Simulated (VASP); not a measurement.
Calculation: LDA (Ceperley-Alder, Perdew-Zunger), VASP's LDA PAW potentials (set 64) (plane waves; VASP).

VASP ran on this input.

INCAR:
```
SYSTEM = CoSi2
PREC = Accurate; ENCUT = 500; LREAL = .FALSE.
LASPH = .TRUE.
EDIFF = 1E-6; NELM = 100; ALGO = Normal
LMAXMIX = 4
ISMEAR = 1; SIGMA = 0.1
IBRION = 2; NSW = 40; ISIF = 3
EDIFFG = -0.02; PSTRESS = 50
LWAVE = .FALSE.; LCHARG = .FALSE.
```

File POSCAR:
```
CoSi2
1.0
  0.0000000000   2.6179079488   2.6179079488
  2.6179079488   0.0000000000   2.6179079488
  2.6179079488   2.6179079488   0.0000000000
Co Si
1 2
Cart
  0.0000000000   0.0000000000   0.0000000000
  1.3089539744   1.3089539744   1.3089539744
  3.9268619232   3.9268619232   3.9268619232
```

### KPOINTS
```
Automatic mesh
0
Gamma
10 10 10
0 0 0
```

POTCAR, in this order: Co Si (LDA.64 set). Program: vasp_std.

Output of the run:

### OSZICAR
```
       N       E                     dE             d eps       ncg     rms          rms(c)
DAV:   1     0.678504187417E+02    0.67850E+02   -0.69769E+03  1128   0.132E+03
DAV:   2    -0.191311027683E+02   -0.86982E+02   -0.81194E+02  1136   0.258E+02
DAV:   3    -0.232419020992E+02   -0.41108E+01   -0.39723E+01  1500   0.658E+01
DAV:   4    -0.233336559794E+02   -0.91754E-01   -0.91593E-01  1352   0.926E+00
DAV:   5    -0.233367057392E+02   -0.30498E-02   -0.30491E-02  1516   0.174E+00    0.151E+01
DAV:   6    -0.257159515107E+02   -0.23792E+01   -0.33149E+01  1392   0.128E+02    0.152E+01
DAV:   7    -0.219859541716E+02    0.37300E+01   -0.14332E+01  1488   0.101E+02    0.420E+00
DAV:   8    -0.219479152470E+02    0.38039E-01   -0.75823E-01  1264   0.694E+00    0.172E+00
DAV:   9    -0.219180689834E+02    0.29846E-01   -0.10801E-01  1440   0.733E+00    0.452E-01
DAV:  10    -0.219179124117E+02    0.15657E-03   -0.82905E-03  1484   0.150E+00    0.197E-01
DAV:  11    -0.219175910840E+02    0.32133E-03   -0.13828E-03  1436   0.835E-01    0.421E-02
DAV:  12    -0.219175899913E+02    0.10927E-05   -0.56940E-05  1436   0.825E-02    0.105E-02
DAV:  13    -0.219175902334E+02   -0.24206E-06   -0.18276E-06  1068   0.227E-02
   1 F= -.20797759E+02 E0= -.20798112E+02  d E =-.207978E+02
```

### OUTCAR
```
------------------------ aborting loop because EDIFF is reached ----------------------------------------
  FORCE on cell =-STRESS in cart. coord.  units (eV):
  Direction    XX          YY          ZZ          XY          YZ          ZX
  --------------------------------------------------------------------------------------
  Total        1.0705237      1.0705237      1.0705237      0.0000000      0.0000000      0.0000000
  in kB       47.7984443     47.7984443     47.7984443      0.0000000      0.0000000      0.0000000
  external PRESSURE =      -2.2015557 kB  Pullay stress =      50.0000000 kB
  volume of cell :       35.88
      direct lattice vectors                 reciprocal lattice vectors
     0.000000000  2.617907949  2.617907949    -0.190992201  0.190992201  0.190992201
     2.617907949  0.000000000  2.617907949     0.190992201 -0.190992201  0.190992201
     2.617907949  2.617907949  0.000000000     0.190992201  0.190992201 -0.190992201
 POSITION                                       TOTAL-FORCE (eV/Angst)
 -----------------------------------------------------------------------------------
      0.00000      0.00000      0.00000         0.000000     -0.000000      0.000000
      1.30895      1.30895      1.30895        -0.000000      0.000000     -0.000000
      3.92686      3.92686      3.92686         0.000000     -0.000000      0.000000
 -----------------------------------------------------------------------------------
    total drift:                               -0.000000     -0.000000      0.000000
  FREE ENERGIE OF THE ION-ELECTRON SYSTEM (eV)
  ---------------------------------------------------
  free  energy   TOTEN  =       -21.9175902334 eV

  energy  without entropy=      -21.9186497432  energy(sigma->0) =      -21.91794340
  enthalpy is  TOTEN    =       -20.7977591119 eV   P V=        1.1198311215

 reached required accuracy - stopping structural energy minimisation
```
(Selected blocks of OUTCAR.)

The compound is CoSi2 in the fluorite structure. It was relaxed first under an external pressure of 5 GPa. The run is not spin-polarised, so no magnetic state was tried. The electron count is odd and the run is not spin-polarised, which forces a metal.
